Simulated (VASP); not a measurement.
# Al12N in VASP: a series of runs, part 2 of 2

VASP 6.6.1. Earlier steps stand in the parts before.

## (3) Single point, PBE (N over (0/6, 2/6) of the surface cell, its height relaxed)

Contents of INCAR:

```
SYSTEM = Al12N
  PREC = Accurate
  ENCUT = 520
  EDIFF = 1E-6
  ISMEAR = 0
  SIGMA = 0.1
  LREAL = .FALSE.
  LASPH = .TRUE.
  NELM = 100
  ALGO = Normal
  ISIF = 2
  LWAVE = .FALSE.
  LCHARG = .FALSE.
  LDIPOL = .TRUE.
  IDIPOL = 3
  DIPOL = 0.5 0.5 0.323
  GGA = PE
  NBANDS = 32
```

Contents of KPOINTS:

```
Automatic mesh
0
G
  5 5 1
  0 0 0
```

Contents of POSCAR:

```
Al12N
1.0
    5.7143028096      0.0000000000      0.0000000000
    0.0000000000      5.7143028096      0.0000000000
    0.0000000000      0.0000000000     19.6750228481
Al N
12 1
Direct
    0.2500000000      0.2500000000      0.2033034488
    0.2500000000      0.7500000000      0.2033034488
    0.7500000000      0.2500000000      0.2033034488
    0.7500000000      0.7500000000      0.2033034488
    0.0000000000      0.0000000000      0.3092772432
    0.0000000000      0.5000000000      0.3092772432
    0.5000000000      0.0000000000      0.3092772432
    0.5000000000      0.5000000000      0.3092772432
    0.2500000000      0.2500000000      0.4155025847
    0.2500000000      0.7500000000      0.4155025847
    0.7500000000      0.2500000000      0.4155025847
    0.7500000000      0.7500000000      0.4155025847
    0.2500000000      0.4166666667      0.4886066745
```

Potentials or basis: VASP PAW PBE potentials, release 64 (Al, N).

Run with:

```
> cat potpaw_PBE.64/Al/POTCAR potpaw_PBE.64/N/POTCAR > POTCAR
> mpirun -np 1 vasp_std > vasp.out
```

OUTCAR:

```text
SYSTEM = Al12N
   PREC = Accurate
   ENCUT = 520
   EDIFF = 1E-6
   ISMEAR = 0
   LREAL = .FALSE.
   LASPH = .TRUE.
   NELM = 100
   ISIF = 2
   GGA = PE

 ion  position               nearest neighbor table
   1  0.250  0.250  0.203-   2 2.86   3 2.86   2 2.86   3 2.86   7 2.90   8 2.90   5 2.90   6 2.90

   2  0.250  0.750  0.203-   1 2.86   4 2.86   1 2.86   4 2.86   7 2.90   8 2.90   5 2.90   6 2.90

   3  0.750  0.250  0.203-   1 2.86   4 2.86   4 2.86   1 2.86   7 2.90   8 2.90   5 2.90   6 2.90
[... 4 lines left out ...]
                            11 2.91  12 2.91   9 2.91  10 2.91
   6  0.000  0.500  0.309-   5 2.86   8 2.86   5 2.86   8 2.86   1 2.90   2 2.90   3 2.90   4 2.90
                            11 2.91  12 2.91   9 2.91  10 2.91
   7  0.500  0.000  0.309-   5 2.86   8 2.86   8 2.86   5 2.86   1 2.90   2 2.90   3 2.90   4 2.90
                            11 2.91  12 2.91   9 2.91  10 2.91
   8  0.500  0.500  0.309-   6 2.86   7 2.86   7 2.86   6 2.86   1 2.90   2 2.90   3 2.90   4 2.90
                            11 2.91  12 2.91   9 2.91  10 2.91
   9  0.250  0.250  0.416-  13 1.73  11 2.86  10 2.86  10 2.86  11 2.86   6 2.91   7 2.91   8 2.91
                             5 2.91
  10  0.250  0.750  0.416-  13 2.39  12 2.86   9 2.86   9 2.86  12 2.86   6 2.91   7 2.91   8 2.91
                             5 2.91
[... 532 lines left out ...]
  -------------------------------------------------------------------------------------
  Total       -6.3192945    -10.1683287     -0.5755422      0.0000000      3.2457902      0.0000000
  in kB      -15.7593184    -25.3581995     -1.4353111      0.0000000      8.0944861      0.0000000
  external PRESSURE =     -14.1842763 kB  Pullay stress =       0.0000000 kB

 VOLUME and BASIS-vectors are now :
 -----------------------------------------------------------------------------
  energy-cutoff  :      520.00
  volume of cell :      642.45
      direct lattice vectors                 reciprocal lattice vectors
     5.714302810  0.000000000  0.000000000     0.174999476  0.000000000  0.000000000
     0.000000000  5.714302810  0.000000000     0.000000000  0.174999476  0.000000000
     0.000000000  0.000000000 19.675022848     0.000000000  0.000000000  0.050825862

 POSITION                                       TOTAL-FORCE (eV/Angst)
 -----------------------------------------------------------------------------------
      1.42858      1.42858      4.00000         0.000000     -0.069482      0.026183
      1.42858      4.28573      4.00000         0.000000      0.142703      0.026961
      4.28573      1.42858      4.00000         0.000000      0.138218      0.031496
      4.28573      4.28573      4.00000         0.000000     -0.112286      0.082415
      0.00000      0.00000      6.08504        -0.033958      0.001891      0.032731
      0.00000      2.85715      6.08504        -0.008330      0.005290     -0.054014
      2.85715      0.00000      6.08504         0.033958      0.001891      0.032731
      2.85715      2.85715      6.08504         0.008330      0.005290     -0.054014
      1.42858      1.42858      8.17502         0.000000     -1.273704     -1.409804
      1.42858      4.28573      8.17502         0.000000     -1.589279      1.239218
      4.28573      1.42858      8.17502         0.000000      0.098467      0.110831
      4.28573      4.28573      8.17502         0.000000      0.085744     -0.095220
      1.42858      2.38096      9.61335         0.000000      2.565256      0.030486
 -----------------------------------------------------------------------------------
    total drift:                                0.000000     -0.000036      0.000026

  FREE ENERGIE OF THE ION-ELECTRON SYSTEM (eV)
  ---------------------------------------------------
  free  energy   TOTEN  =       -47.5654852723 eV

  energy  without entropy=      -47.5381166621  energy(sigma->0) =      -47.55180097

 vacuum level on the upper side and lower side of the slab         5.015         3.394
```

It took 4.3 min on 1 thread of AMD EPYC 9R45 (Zen 5), shared host; peak memory 0.58 GiB.

What came out:

* Free energy: -47.5655 eV
* Largest force: 2.565 eV/Å
* Band gap on the k mesh: none (metal or under the smearing width)

Forces on the atoms (eV/Å):
```
Al   0.000 -0.069  0.026
Al   0.000  0.143  0.027
Al   0.000  0.138  0.031
Al   0.000 -0.112  0.082
Al  -0.034  0.002  0.033
Al  -0.008  0.005 -0.054
Al   0.034  0.002  0.033
Al   0.008  0.005 -0.054
Al   0.000 -1.274 -1.410
Al   0.000 -1.589  1.239
Al   0.000  0.098  0.111
Al   0.000  0.086 -0.095
N    0.000  2.565  0.030
```

Levels at points of the mesh, in eV from the Fermi level:
```csv
k point,band 18,band 19,band 20,band 21,band 22,band 23,band 24,band 25
"(0.00, 0.00, 0.00)",-1.16,-0.75,-0.53,-0.37,-0.02,0.00,0.07,0.82
```

## (4) Single point, PBE (N over (1/6, 2/6) of the surface cell, its height relaxed)

Contents of INCAR:

```
ALGO     = Normal         # electronic algorithm
DIPOL    = 0.5 0.5 0.323
EDIFF    = 1E-7           # SCF threshold, eV
ENCUT    = 520            # plane-wave cutoff, eV
GGA      = PE             # functional
IDIPOL   = 3            
ISIF     = 2              # what is computed and relaxed
ISMEAR   = 0              # smearing method
LASPH    = T              # aspherical terms in the spheres
LCHARG   = F              # write CHGCAR
LDIPOL   = T            
LREAL    = F              # projectors in reciprocal space
LWAVE    = F              # write WAVECAR
NBANDS   = 32             # bands
NELM     = 80             # most SCF steps
PREC     = Accurate       # precision mode
SIGMA    = 0.1            # smearing width, eV
```

Contents of KPOINTS:

```
k-points
0
Gamma
  5 5 1
```

POSCAR, as its differences from that of step 3:

```diff
@@ -20,2 +20,2 @@
     0.7500000000      0.7500000000      0.4155025847
-    0.2500000000      0.4166666667      0.4886066745
+    0.3333333333      0.4166666667      0.4843848482
```

Run with:

```
> cat potpaw_PBE.64/Al/POTCAR potpaw_PBE.64/N/POTCAR > POTCAR
> mpirun -np 1 vasp_std > vasp.out
```

It took 6.1 min on 1 thread of AMD EPYC 9R45 (Zen 5), shared host; peak memory 0.61 GiB.

It converged, with:

```yaml
Free_energy: -47.7619 eV
Largest_force: 2.611 eV/Å
Band_gap_on_the_k_mesh: none (metal or under the smearing width)
```

Forces in eV/Å, atoms in the order of the input:
```
Al   0.021 -0.063  0.025
Al   0.059  0.129  0.024
Al   0.020  0.127  0.026
Al  -0.051 -0.105  0.079
Al  -0.023 -0.022 -0.052
Al  -0.029  0.039 -0.009
Al   0.065 -0.008  0.071
Al   0.051  0.026 -0.099
Al  -0.791 -1.377 -1.365
Al   0.260 -1.464  1.084
Al  -0.497  0.168  0.257
Al   0.059  0.083 -0.069
N    0.855  2.467  0.028
```

Levels at points of the mesh, in eV from the Fermi level:
```tsv
k point	band 19	band 20	band 21	band 22	band 23	band 24
(0.00, 0.00, 0.00)	-0.77	-0.52	-0.38	-0.12	-0.04	0.17
```

## (5) Summary

| cell | gap on the mesh (eV) | largest force (eV/Å) |
| --- | --- | --- |
| N over (1/6, 1/6) of the surface cell, its height relaxed | none | 1.47 |
| N over (0/6, 2/6) of the surface cell, its height relaxed | none | 2.57 |
| N over (1/6, 2/6) of the surface cell, its height relaxed | none | 2.61 |

Some of these runs hold the atoms at other places in the same cell, which the table doesn't show; runs alike in all that it shows share one row.

Alike in all rows: task single point; level PBE; potentials or basis VASP PAW PBE potentials, release 64 (Al, N); no spin polarisation; k mesh 5 × 5 × 1; cutoff (eV) 520; smearing gaussian 0.1 eV.

Total energies depend on the potentials used, so only differences within one code and one set of settings carry meaning.
